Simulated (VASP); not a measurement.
Output of a VASP run:

File OUTCAR:
```
 ion  position               nearest neighbor table
   1  0.000  0.000  0.000-
   2  0.500  0.500  0.500-
  LATTYP: Found a face centered cubic cell.
 ALAT       =     6.3876439564
 Subroutine PRICEL returns:
 Original cell was already a primitive cell.
 Subroutine GETGRP returns: Found 48 space group operations
The static configuration has the point symmetry O_h .
The dynamic configuration has the point symmetry O_h .
 Subroutine INISYM returns: Found 48 space group operations
 Subroutine IBZKPT returns following result:
 Found     20 irreducible k-points:

 Following reciprocal coordinates:
            Coordinates               Weight
  0.000000  0.000000  0.000000      1.000000
  0.142857  0.000000  0.000000      8.000000
  0.285714  0.000000  0.000000      8.000000
  0.428571  0.000000  0.000000      8.000000
  0.142857  0.142857  0.000000      6.000000
  0.285714  0.142857  0.000000     24.000000
  0.428571  0.142857  0.000000     24.000000
 -0.428571  0.142857  0.000000     24.000000
 -0.285714  0.142857  0.000000     24.000000
 -0.142857  0.142857  0.000000     12.000000
  0.285714  0.285714  0.000000      6.000000
  0.428571  0.285714  0.000000     24.000000
 -0.428571  0.285714  0.000000     24.000000
 -0.285714  0.285714  0.000000     12.000000
  0.428571  0.428571  0.000000      6.000000
 -0.428571  0.428571  0.000000     12.000000
  0.428571  0.285714  0.142857     24.000000
 -0.428571  0.285714  0.142857     48.000000
 -0.428571  0.428571  0.142857     24.000000
 -0.285714  0.428571  0.142857     24.000000
   k-points           NKPTS =     20   k-points in BZ     NKDIM =     20   number of bands    NBANDS=     11
   number of dos      NEDOS =    301   number of ions     NIONS =      2
   total plane-waves  NPLWV =  46656
   dimension x,y,z NGX =    36 NGY =   36 NGZ =   36
   dimension x,y,z NGXF=    72 NGYF=   72 NGZF=   72
   ions per type =               1   1
   PREC   = accura    normal or accurate (medium, high low for compatibility)
   ISTART =      0    job   : 0-new  1-cont  2-samecut
   ICHARG =      2    charge: 1-file 2-atom 10-const
   ISPIN  =      1    spin polarized calculation?
   LNONCOLLINEAR =      F non collinear calculations
   LSORBIT =      F    spin-orbit coupling
   INIWAV =      1    electr: 0-lowe 1-rand  2-diag
   ENCUT  =  520.0 eV  38.22 Ry    6.18 a.u.   8.40  8.40  8.40*2*pi/ulx,y,z
   NELM   =    100;   NELMIN=  2; NELMDL= -5     # of ELM steps
   EDIFF  = 0.1E-06   stopping-criterion for ELM
   LREAL  =      F    real-space projection
   NLSPLINE    = F    spline interpolate recip. space projectors
   LMAXMIX     =    4 max onsite mixed and CHGCAR
   VOSKOWN=      0    Vosko Wilk Nusair interpolation
   EDIFFG = 0.1E-05   stopping-criterion for IOM
   NSW    =      0    number of steps for IOM
   NBLOCK =      1;   KBLOCK =      1    inner block; outer block
   IBRION =     -1    ionic relax: 0-MD 1-quasi-New 2-CG
   NFREE  =      0    steps in history (QN), initial steepest desc. (CG)
   ISIF   =      2    stress and relaxation
   ISYM   =      2    0-nonsym 1-usesym 2-fastsym
   TEIN   =    0.0    initial temperature
   TEBEG  =    0.0;   TEEND  =   0.0 temperature during run
   SMASS  =  -3.00    Nose mass-parameter (am)
   PSTRESS=    0.0 pullay stress
   NELECT =      14.0000    total number of electrons
   EFERMI =   0.00;   METHOD = LEGACY
   ISMEAR =     0;   SIGMA  =   0.05  broadening in eV -4-tet -1-fermi 0-gaus
   IALGO  =     38    algorithm
   LDIAG  =      T    sub-space diagonalisation (order eigenvalues)
   IMIX   =      4    mixing-type and parameters
     AMIX     =   0.40;   BMIX     =  1.00
     AMIX_MAG =   1.60;   BMIX_MAG =  1.00
     AMIN     =   0.10
   METAGGA = R2SCAN    functional components
   VOSKOWN =     0    Vosko Wilk Nusair interpolation
   LHFCALC =     F    Hartree Fock is set to
   LHFONE  =     F    Hartree Fock one center treatment
...
```

**OSZICAR**
```
       N       E                     dE             d eps       ncg     rms          rms(c)
DAV:   1     0.559654723235E+02    0.55965E+02   -0.70752E+03   440   0.119E+03
DAV:   2    -0.256703510392E+02   -0.81636E+02   -0.75607E+02   489   0.240E+02
DAV:   3    -0.319040645465E+02   -0.62337E+01   -0.62053E+01   544   0.675E+01
DAV:   4    -0.320634958565E+02   -0.15943E+00   -0.15937E+00   525   0.121E+01
DAV:   5    -0.320684517909E+02   -0.49559E-02   -0.49559E-02   535   0.207E+00    0.227E+00
DAV:   6    -0.304543983034E+02    0.16141E+01   -0.39196E-01   455   0.808E+00    0.214E+00
DAV:   7    -0.305296612142E+02   -0.75263E-01   -0.20914E-01   464   0.634E+00    0.526E-01
DAV:   8    -0.305274656129E+02    0.21956E-02   -0.17641E-01   449   0.492E+00    0.243E-01
DAV:   9    -0.305751391913E+02   -0.47674E-01   -0.92191E-02   440   0.401E+00    0.316E-01
DAV:  10    -0.303403005678E+02    0.23484E+00   -0.11758E-01   440   0.464E+00    0.162E-01
DAV:  11    -0.305807354667E+02   -0.24043E+00   -0.90907E-02   440   0.392E+00    0.675E-02
DAV:  12    -0.305773175535E+02    0.34179E-02   -0.16771E-03   506   0.551E-01    0.947E-02
DAV:  13    -0.305801624124E+02   -0.28449E-02   -0.42967E-03   449   0.910E-01    0.537E-02
DAV:  14    -0.305822648488E+02   -0.21024E-02   -0.61352E-04   446   0.310E-01    0.167E-02
DAV:  15    -0.305822943190E+02   -0.29470E-04   -0.40535E-05   470   0.836E-02    0.152E-02
DAV:  16    -0.305823027951E+02   -0.84761E-05   -0.27507E-06   497   0.232E-02    0.985E-03
DAV:  17    -0.305822917708E+02    0.11024E-04   -0.37656E-06   452   0.246E-02    0.723E-03
DAV:  18    -0.305822862051E+02    0.55657E-05   -0.37264E-06   449   0.295E-02    0.486E-03
DAV:  19    -0.305822810779E+02    0.51272E-05   -0.54594E-07   470   0.114E-02    0.446E-03
DAV:  20    -0.305822795469E+02    0.15310E-05   -0.36296E-07   449   0.105E-02    0.239E-03
DAV:  21    -0.305822801311E+02   -0.58423E-06   -0.25881E-08   283   0.231E-03    0.107E-03
DAV:  22    -0.305822807828E+02   -0.65169E-06   -0.21797E-08   256   0.250E-03    0.566E-04
DAV:  23    -0.305822825872E+02   -0.18045E-05   -0.96841E-08   449   0.509E-03    0.258E-04
DAV:  24    -0.305822832990E+02   -0.71170E-06   -0.52085E-09   238   0.114E-03    0.187E-04
DAV:  25    -0.305822834845E+02   -0.18558E-06   -0.96648E-10   238   0.417E-04    0.317E-05
DAV:  26    -0.305822835159E+02   -0.31382E-07   -0.19900E-09   238   0.577E-04
   1 F= -.30582284E+02 E0= -.30582284E+02  d E =-.162176E-11
```

### OUTCAR
```
------------------------ aborting loop because EDIFF is reached ----------------------------------------
  FORCE on cell =-STRESS in cart. coord.  units (eV):
  Direction    XX          YY          ZZ          XY          YZ          ZX
  --------------------------------------------------------------------------------------
  Total        0.0129011      0.0129011      0.0129011      0.0000000      0.0000000     -0.0000000
  in kB        0.3172304      0.3172304      0.3172304      0.0000000      0.0000000     -0.0000000
  external PRESSURE =       0.3172304 kB  Pullay stress =       0.0000000 kB
  volume of cell :       65.16
      direct lattice vectors                 reciprocal lattice vectors
     0.000000000  3.193821978  3.193821978    -0.156552245  0.156552245  0.156552245
     3.193821978  0.000000000  3.193821978     0.156552245 -0.156552245  0.156552245
     3.193821978  3.193821978  0.000000000     0.156552245  0.156552245 -0.156552245
  FREE ENERGIE OF THE ION-ELECTRON SYSTEM (eV)
  ---------------------------------------------------
  free  energy   TOTEN  =       -30.5822835159 eV

  energy  without entropy=      -30.5822835159  energy(sigma->0) =      -30.58228352
```
(Selected blocks of OUTCAR.)

**POSCAR**
```
NaI
1
    0.0000000000     3.1938219782     3.1938219782
    3.1938219782     0.0000000000     3.1938219782
    3.1938219782     3.1938219782     0.0000000000
Na I
1 1
Direct
  0.0000000000   0.0000000000   0.0000000000
  0.5000000000   0.5000000000   0.5000000000
```

Q: Reconstruct the remaining input files.

A: Several could match; the one computed here: the input of the run itself, r2SCAN+rVV10, plane waves, VASP's PBE PAW potentials (set 64).

**INCAR**
```
ENCUT=520   ! plane-wave cut-off (eV)
LUSE_VDW=.TRUE.
SYSTEM=NaI
SIGMA=0.05
EDIFF=1E-7   ! SCF stop (eV)
NELM=100
CPARAM=0.0093
LMAXMIX=4   ! l cut-off of mixed one-centre charges
ISMEAR=0
PREC=Accurate
LREAL=.FALSE.   ! projection in real space or not
LWAVE=.FALSE.
LMIXTAU=.TRUE.
METAGGA=R2SCAN
LASPH=.TRUE.
ISIF=2
ALGO=Normal   ! blocked Davidson
LCHARG=.FALSE.
BPARAM=11.95
```

File KPOINTS:
```
K-points
0
G
7 7 7
```

POTCAR, in this order: Na_pv I (PBE.64 set). Program: vasp_std.

The compound is NaI in the rock salt structure. It was relaxed first.
